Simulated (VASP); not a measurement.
Consider the following.

```
CELL_PARAMETERS angstrom
      0.00000     3.02657     3.02657
      3.02657     0.00000     3.02657
      3.02657     3.02657     0.00000
ATOMIC_POSITIONS crystal
  K  0.25000 0.25000 0.25000
  K  0.75000 0.75000 0.75000
  S  0.00000 0.00000 0.00000
```

These are PBE GGA, VASP's PBE PAW potentials (set 64) (plane waves; VASP) values and carry that method's errors. Numerical set-up: 500 eV cut-off, 6×6×6 Γ-centred mesh, Gaussian smearing of 0.050 eV, potentials K_sv S.

**Question.** Estimate the energy per atom (σ→0), pressure, band gap (on the k-mesh) with the smallest direct gap where there is one.

**Answer.** 
```yaml
band gap (on the k-mesh): 2.92 eV
smallest direct gap (on the k-mesh): 2.92 eV
energy per atom (σ→0): -1.827 eV/atom
pressure: 44.89 GPa
```

Total energies compare only between runs with the same potentials, cut-off and functional.

The compound is K2S in the antifluorite structure. It was relaxed first under an external pressure of 45 GPa.
